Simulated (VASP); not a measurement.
Input for VASP

**POSCAR**
```
Sb
1.0
  3.9573420000  -2.1550000000   0.0000000000
  3.9573420000   2.1550000000   0.0000000000
  2.7838200000   0.0000000000   3.5432930000
Sb
2
Cart
  2.4981006840   0.0000000000   0.8273589155
  8.2004033160  -0.0000000000   2.7159340845
```

### KPOINTS
```
Automatic mesh
0
Gamma
9 9 9
0 0 0
```

### INCAR
```
! general
SYSTEM    =  Sb
PREC      =  Accurate
ENCUT     =  520
LREAL     =  .False.
LASPH     =  .True.

! electronic loop
EDIFF     =  1E-6
NELM      =  100
ALGO      =  Normal
LMAXMIX   =  4
LMIXTAU   =  .True.

! smearing
ISMEAR    =  1
SIGMA     =  0.1

! functional
METAGGA   =  R2SCAN
LUSE_VDW  =  .True.
BPARAM    =  11.95
CPARAM    =  0.0093

! ions
IBRION    =  2
NSW       =  60
ISIF      =  3
EDIFFG    =  -0.01

! output
LWAVE     =  .False.
LCHARG    =  .False.
```

POTCAR, in this order: Sb (PBE.64 set). Program: vasp_std.

Translate this r2SCAN+rVV10 calculation to Ansatz.

One equivalent input (not run):
Ansatz 0.2 input:
```yaml
crystal:
  lattice:
    - [3.9573420, -2.1550000, 0.0000000]
    - [3.9573420, 2.1550000, 0.0000000]
    - [2.7838200, 0.0000000, 3.5432930]
  atoms:
    - { symbol: Sb, position: [0.2335000, 0.2335000, 0.2335000] }
    - { symbol: Sb, position: [0.7665000, 0.7665000, 0.7665000] }
kpoints:
  mp_grid: { grid: [9, 9, 9] }
hamiltonian:
  xc: r2scan
  dispersion: rvv10
  pseudopotentials: { kind: paw }
scf:
  occupations: { method: methfessel_paxton, width: 0.1 }
  max_iter: 100
relax:
  max_steps: 60
  f_tol: 0.01
  cell: {}
output: { forces: true, stress: true, eigenvalues: true }
```
What does not carry over: each code has its own PAW files, so the cut-off isn't converted (ENCUT is set for VASP's; basis.ecutwfc is left out, and Ansatz then takes the one that its files recommend); Ansatz stops its SCF on the density residual and VASP on the energy change (EDIFF).

The compound is Sb in the a7 structure. This run relaxes it. Symmetry was kept, so distortions that lower it aren't found.
